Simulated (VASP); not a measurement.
Input:

```
WC
1.0
    3.09400     0.00000     0.00000
    0.00000     3.09400     0.00000
    0.00000     0.00000     3.09400
W C
1 1
Direct
  0.00000   0.00000   0.00000
  0.50000   0.50000   0.50000
```

Calculation: r2SCAN meta-GGA, VASP's PBE PAW potentials (set 64) (plane waves; VASP). Settings: 520 eV cut-off, 11×11×11 Γ-centred mesh, first-order Methfessel-Paxton smearing of 0.10 eV, potentials W_sv C.

Energy and stress use the plane-wave basis of the starting cell.

Task: The ions, cell shape and volume are relaxed. Give the cell that the relaxation ends in.

Result: 
```
WC
1.0
    2.72222     0.00000     0.00000
    0.00000     2.72222     0.00000
    0.00000     0.00000     2.72222
W C
1 1
Direct
  0.00000   0.00000   0.00000
  0.50000   0.50000   0.50000
```
Space group Pm-3m (221), at a tolerance of 0.03 Å.

Task: How do energy and volume change from the first to the last step?

Result: The energy (σ→0) changes by -1311.0 meV/atom and the volume by -31.9 %, in 9 ionic steps.

The structure was generated: WC was put into the CsCl type type (Pm-3m), which need not be its known phase. This run relaxes it. Symmetry was kept, so distortions that lower it aren't found.
